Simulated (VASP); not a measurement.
Input of a VASP 6.6.1 run:

INCAR

```
SYSTEM = Y
ALGO = Fast
EDIFF = 1E-7
EDIFFG = -0.005
ENCUT = 600
GGA = PS
IBRION = 2
ISIF = 3
ISMEAR = 0
LASPH = .TRUE.
LCHARG = .FALSE.
LREAL = .FALSE.
LWAVE = .FALSE.
NELM = 60
NSW = 90
PREC = Accurate
SIGMA = 0.1
```

File KPOINTS:

```
k-points
0
G
  6 6 4
  0 0 0
```

Contents of POSCAR:

```
Y
1.0
    3.6425693900      0.0000000000      0.0000000000
   -1.8212847000      3.1545576300      0.0000000000
    0.0000000000      0.0000000000      5.8791583500
Y
2
Direct
    0.3333333300      0.6666666700      0.2500000000
    0.6666666700      0.3333333300      0.7500000000
```

Potentials or basis: VASP PAW PBE potentials, release 64 (Y_sv).

Command:

```bash
$ cat potpaw_PBE.64/Y_sv/POTCAR > POTCAR
$ mpirun -np 1 vasp_std > vasp.out
```

(1) Estimate the relaxed cell.

(2) Estimate the space group after relaxing (to 0.05 Å).

(3) Predict the relaxed volume.

(4) Estimate the band gap on the k mesh.

Results:

(1) a = 3.606 Å, b = 3.606 Å, c = 5.571 Å, α = 90.00°, β = 90.00°, γ = 120.00°.

(2) P6_3/mmc (No. 194).

(3) 31.37 Å³/atom.

(4) none (metal or under the smearing width).

Caveat: the PAW data sets were made with another functional, which shifts forces and pressure a little.
